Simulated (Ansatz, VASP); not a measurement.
# Cross-check of CCl3 (CCl3 (Pnma)) between VASP and Ansatz, part 2 of 2

One calculation is typed for both programs; each brings its own data sets. How far apart do they land? Of the first pair: The structure shown is the start of the Ansatz relaxation below; VASP solves that cell, so the two are compared at the walk's first step.

VASP 6.6.1 and Ansatz 0.2.0.

So far. Step 3 (VASP: single point, r2SCAN, start cell, pair 1): The run ends at a pressure of -0.01 GPa, with forces up to 0.014 eV/Å.

## Step 5: Ansatz: relaxation, r2SCAN

Level of this step: Ansatz beside VASP: Kohn-Sham DFT, plane waves, r2SCAN (Ansatz).

This run makes the geometry at which the two programs are then compared. The cell compared in this pair holds 766.57 Å³, against 757.00 Å³ for the pair before.

The structure compared here is the end of the Ansatz relaxation.

The input, input.yaml:

```yaml
crystal:
  lattice:
    - [11.4815619, 0.0, 0.0]
    - [0.0, 10.1607686, 0.0]
    - [0.0, 0.0, 6.4888878]
  atoms:
    - { symbol: C, position: [0.38924527, 0.75, 0.78495226] }
    - { symbol: C, position: [0.61075473, 0.25, 0.21504774] }
    - { symbol: C, position: [0.11075473, 0.25, 0.28495226] }
    - { symbol: C, position: [0.88924527, 0.75, 0.71504774] }
    - { symbol: C, position: [0.35905884, 0.75, 0.02386482] }
    - { symbol: C, position: [0.64094116, 0.25, 0.97613518] }
    - { symbol: C, position: [0.14094116, 0.25, 0.52386482] }
    - { symbol: C, position: [0.85905884, 0.75, 0.47613518] }
    - { symbol: Cl, position: [0.27716046, 0.60794112, 0.08500201] }
    - { symbol: Cl, position: [0.72283954, 0.39205888, 0.91499799] }
    - { symbol: Cl, position: [0.22283954, 0.39205888, 0.58500201] }
    - { symbol: Cl, position: [0.72283954, 0.10794112, 0.91499799] }
    - { symbol: Cl, position: [0.77716046, 0.60794112, 0.41499799] }
    - { symbol: Cl, position: [0.27716046, 0.89205888, 0.08500201] }
    - { symbol: Cl, position: [0.77716046, 0.89205888, 0.41499799] }
    - { symbol: Cl, position: [0.22283954, 0.10794112, 0.58500201] }
    - { symbol: Cl, position: [0.47105463, 0.60762938, 0.72499174] }
    - { symbol: Cl, position: [0.52894537, 0.39237062, 0.27500826] }
    - { symbol: Cl, position: [0.02894537, 0.39237062, 0.22499174] }
    - { symbol: Cl, position: [0.52894537, 0.10762938, 0.27500826] }
    - { symbol: Cl, position: [0.97105463, 0.60762938, 0.77500826] }
    - { symbol: Cl, position: [0.47105463, 0.89237062, 0.72499174] }
    - { symbol: Cl, position: [0.97105463, 0.89237062, 0.77500826] }
    - { symbol: Cl, position: [0.02894537, 0.10762938, 0.22499174] }
    - { symbol: Cl, position: [0.48993915, 0.75, 0.16853297] }
    - { symbol: Cl, position: [0.51006085, 0.25, 0.83146703] }
    - { symbol: Cl, position: [0.01006085, 0.25, 0.66853297] }
    - { symbol: Cl, position: [0.98993915, 0.75, 0.33146703] }
    - { symbol: Cl, position: [0.25898113, 0.75, 0.64038172] }
    - { symbol: Cl, position: [0.74101887, 0.25, 0.35961828] }
    - { symbol: Cl, position: [0.24101887, 0.25, 0.14038172] }
    - { symbol: Cl, position: [0.75898113, 0.75, 0.85961828] }
basis:
  ecutwfc: 500
  xc_grid: 2
hamiltonian:
  xc: r2scan
  pseudopotentials: { kind: paw, azcp: { folder: soft_1 } }
kpoints:
  mp_grid: { grid: [3, 3, 4] }
scf:
  occupations: { method: fermi_dirac, width: 0.01 }
  max_iter: 150
output:
  forces: true
  stress: true
relax:
  f_tol: 0.01
  max_steps: 60
  cell: {}
checkpoint:
  write: "../r2scan.run"
  compress: false
  write_wavefunctions: false
  write_every: 100000
```

On the command line:

```sh
$ ansatz run input.yaml --threads 4 --pin off --max-ram 6594MiB --backend cpu --events-out ev --progress --plain --runs-dir out
```

Numbers of over 12 decimals in the logs are rounded to 6 here.

Output:

```text
[...]
Crystal: 32 atoms, lattice volume = 757.003 Å³
Basis set: ecut = 500 eV, 19191 PW (Γ), exchange–correlation on 180×150×96 points (8 copies of the dense FFT grid, shifted against one another)
Bands: 132, of which v1, the nominal top of the filled ones, is band 100 counted from 1 (99 counted from 0)
Symmetry: 8 space group operations
[...]
k-points: 12 of 36
[...]
- { symbol: Cl, position: [0.775738, 0.608806, 0.409665] }
    - { symbol: Cl, position: [0.275738, 0.891194, 0.090335] }
    - { symbol: Cl, position: [0.775738, 0.891194, 0.409665] }
    - { symbol: Cl, position: [0.224262, 0.108806, 0.590335] }
[...]
- { symbol: Cl, position: [0.259536, 0.75, 0.644872] }
    - { symbol: Cl, position: [0.740464, 0.25, 0.355128] }
    - { symbol: Cl, position: [0.240464, 0.25, 0.144872] }
    - { symbol: Cl, position: [0.759536, 0.75, 0.855128] }
[key lines of the parts left out:]
SCF converged after 8 iterations
Free energy (F): -28025.071763 eV
Fermi energy:    2.838308 eV
P = ⅓ Tr σ = -0.0260 GPa (-0.260 kbar)
```

## Step 6: VASP: single point, r2SCAN, relaxed cell, pair 2

The same cell, functional, mesh and smearing now go to VASP, with its own data sets.

The input, INCAR:

```
SYSTEM = CCl3
PREC = Accurate
ENCUT = 660
EDIFF = 1E-06
NELM = 120
ISMEAR = -1
SIGMA = 0.01
LREAL = Auto
ALGO = Normal
METAGGA = R2SCAN
LASPH = .TRUE.
NBANDS = 124
LORBIT = 11
LWAVE = .FALSE.
LCHARG = .FALSE.
ISIF = 2
GGA_COMPAT = .FALSE.
EFERMI = MIDGAP
LMIXTAU = .TRUE.
KPAR = 4
```

The input, POSCAR:

```
CCl3
1.0
   11.5258317407      0.0000000000      0.0000000000
    0.0000000000     10.2426757955      0.0000000000
    0.0000000000      0.0000000000      6.4933034720
C Cl
8 24
Direct
    0.3888504588      0.7500000000      0.7918339081
    0.6111495412      0.2500000000      0.2081660919
    0.1111495412      0.2500000000      0.2918339081
    0.8888504588      0.7500000000      0.7081660919
    0.3577900190      0.7500000000      0.0298629185
    0.6422099810      0.2500000000      0.9701370815
    0.1422099810      0.2500000000      0.5298629185
    0.8577900190      0.7500000000      0.4701370815
    0.2757379594      0.6088058638      0.0903345843
    0.7242620406      0.3911941362      0.9096654157
    0.2242620406      0.3911941362      0.5903345843
    0.7242620406      0.1088058638      0.9096654157
    0.7757379594      0.6088058638      0.4096654157
    0.2757379594      0.8911941362      0.0903345843
    0.7757379594      0.8911941362      0.4096654157
    0.2242620406      0.1088058638      0.5903345843
    0.4707842390      0.6084605208      0.7325916301
    0.5292157610      0.3915394792      0.2674083699
    0.0292157610      0.3915394792      0.2325916301
    0.5292157610      0.1084605208      0.2674083699
    0.9707842390      0.6084605208      0.7674083699
    0.4707842390      0.8915394792      0.7325916301
    0.9707842390      0.8915394792      0.7674083699
    0.0292157610      0.1084605208      0.2325916301
    0.4877457051      0.7500000000      0.1768155725
    0.5122542949      0.2500000000      0.8231844275
    0.0122542949      0.2500000000      0.6768155725
    0.9877457051      0.7500000000      0.3231844275
    0.2595360112      0.7500000000      0.6448720039
    0.7404639888      0.2500000000      0.3551279961
    0.2404639888      0.2500000000      0.1448720039
    0.7595360112      0.7500000000      0.8551279961
```

The input, KPOINTS:

```
Automatic mesh
0
Gamma
3 3 4
0 0 0
```

PAW data sets: C and Cl (PBE family, release 64).

On the command line:

```sh
$ mpirun -np 4 vasp_std
```

Output:

```text
[banner, memory and clock lines left out]
running    4 mpi-ranks, on    1 nodes
[...]
[... a notice as in an earlier step ...]

 LDA part: xc-table for (None), standard interpolation
 POSCAR, INCAR and KPOINTS ok, starting setup
[...]
entering main loop
       N       E                     dE             d eps       ncg     rms          rms(c)
DAV:   1     0.153804724075E+04    0.15380E+04   -0.10254E+05  2976   0.171E+03
DAV:   2    -0.110623116353E+03   -0.16487E+04   -0.16101E+04  3900   0.294E+02
DAV:   3    -0.280989734922E+03   -0.17037E+03   -0.16898E+03  3448   0.106E+02
DAV:   4    -0.285036187730E+03   -0.40465E+01   -0.40112E+01  3656   0.180E+01
[...]
DAV:  19    -0.232173324787E+03   -0.40305E-03   -0.10372E-04  3136   0.504E-02    0.998E-03
DAV:  20    -0.232173335136E+03   -0.10350E-04   -0.13962E-05  3536   0.184E-02    0.352E-03
DAV:  21    -0.232173335654E+03   -0.51743E-06   -0.71235E-07  2168   0.412E-03
   1 F= -.23217334E+03 E0= -.23217334E+03  d E =0.000000E+00
```

Parts of OUTCAR (step 6):

```text
  Total       -2.1043463     -2.1778399     -0.9409851      0.0000000     -0.0000000      0.0000000
  in kB       -4.3982143     -4.5518205     -1.9667172      0.0000000     -0.0000000      0.0000000
  external PRESSURE =      -3.6389173 kB  Pullay stress =       0.0000000 kB

 POSITION                                       TOTAL-FORCE (eV/Angst)
 -----------------------------------------------------------------------------------
      4.48182      7.68201      5.14162         0.020984     -0.000000     -0.100003
      7.04401      2.56067      1.35169        -0.020984     -0.000000      0.100003
      1.28109      2.56067      1.89497        -0.020984     -0.000000     -0.100003
     10.24474      7.68201      4.59834         0.020984     -0.000000      0.100003
      4.12383      7.68201      0.19391        -0.025410     -0.000000      0.095493
      7.40200      2.56067      6.29939         0.025410     -0.000000     -0.095493
      1.63909      2.56067      3.44056         0.025410     -0.000000      0.095493
      9.88674      7.68201      3.05274        -0.025410     -0.000000     -0.095493
      3.17811      6.23580      0.58657         0.053529      0.085908     -0.025075
      8.34772      4.00687      5.90673        -0.053529     -0.085908      0.025075
      2.58481      4.00687      3.83322        -0.053529     -0.085908     -0.025075
      8.34772      1.11446      5.90673        -0.053529      0.085908      0.025075
      8.94103      6.23580      2.66008         0.053529      0.085908      0.025075
      3.17811      9.12821      0.58657         0.053529     -0.085908     -0.025075
[...]
-----------------------------------------------------------------------------------
    total drift:                                0.000000     -0.000000     -0.000000

  FREE ENERGIE OF THE ION-ELECTRON SYSTEM (eV)
  ---------------------------------------------------
  free  energy   TOTEN  =      -232.1733356539 eV

  energy  without entropy=     -232.1733356539  energy(sigma->0) =     -232.17333565

[... 1 part as in an earlier step ...]

[... 2 further parts left out ...]
[key lines of the parts left out:]
E-fermi :   1.7080
```

The run ends at a pressure of -0.36 GPa, with forces up to 0.10 eV/Å.

## Step 7: Comparison

What differs besides the data sets and the points named for the pairs above, as far as they apply: the cutoff is 500 eV in Ansatz and 660 eV in VASP (PREC = Accurate, projectors in real space); Ansatz's pressure holds a Pulay correction, VASP's none. Total energies have different zeros and are not compared.

Both answers:

```tsv
quantity	Ansatz	VASP	difference
pressure (GPa)	-0.03	-0.36	+0.34
gap on the k mesh (eV)	5.018	5.072	-0.055
```

Forces on 10 of the 32 atoms, those with the largest forces and the largest differences (eV/Å; atoms numbered as in POSCAR):

```tsv
atom	Ansatz x, y, z	VASP x, y, z
C1	-0.001, 0.000, 0.004	0.021, 0.000, -0.100
C2	0.001, 0.000, -0.004	-0.021, 0.000, 0.100
C3	0.001, 0.000, 0.004	-0.021, 0.000, -0.100
Cl10	-0.002, -0.002, 0.005	-0.054, -0.086, 0.025
Cl11	-0.002, -0.002, -0.005	-0.054, -0.086, -0.025
Cl12	-0.002, 0.002, 0.005	-0.054, 0.086, 0.025
Cl13	0.002, 0.002, 0.005	0.054, 0.086, 0.025
Cl14	0.002, -0.002, -0.005	0.054, -0.086, -0.025
Cl15	0.002, -0.002, 0.005	0.054, -0.086, 0.025
Cl16	-0.002, 0.002, -0.005	-0.054, 0.086, -0.025
```

The forces differ by 57 meV/Å r.m.s., where the r.m.s. force is 0.004 eV/Å in Ansatz and 0.059 eV/Å in VASP: the atoms lie near their places of rest in Ansatz, so a percentage would say little (all taken over all components). A gap on the mesh is an upper bound, since the band edges may lie between its points.

## Step 8: Summary of results

| Quantity | Value |
| --- | --- |
| r.m.s. force difference (single point, r2SCAN, start cell, pair 1) | 56 meV/Å |
| r.m.s. force difference (single point, r2SCAN, relaxed cell, pair 2) | 57 meV/Å |
| difference in gap on the k mesh (single point, r2SCAN, relaxed cell, pair 2) | -0.055 eV |

**Reading.** The r.m.s. force difference is 57 meV/Å (single point, r2SCAN, relaxed cell, pair 2), beyond the 12 meV/Å picked in this series as the mark of a large difference. What causes the difference of the single point, r2SCAN, start cell, pair 1 pair stays open here. What causes the difference of the single point, r2SCAN, relaxed cell, pair 2 pair stays open here. Such differences can come from data sets, numerical settings and the points named under the comparisons, not from the functional's error against experiment.

[Lines on the potential files, build, host, timing and source positions are cut from VASP's logs without a mark.]

[Logs are printed without paths, hosts, clocks, repeated set-up lines and the standing remarks that a program may print on its own settings, such as how far it seeks lower states.]

[Hosts, paths, dates, database ids (printed as entryN), source tags and the programs' standing remarks are cut or masked in the printed files.]
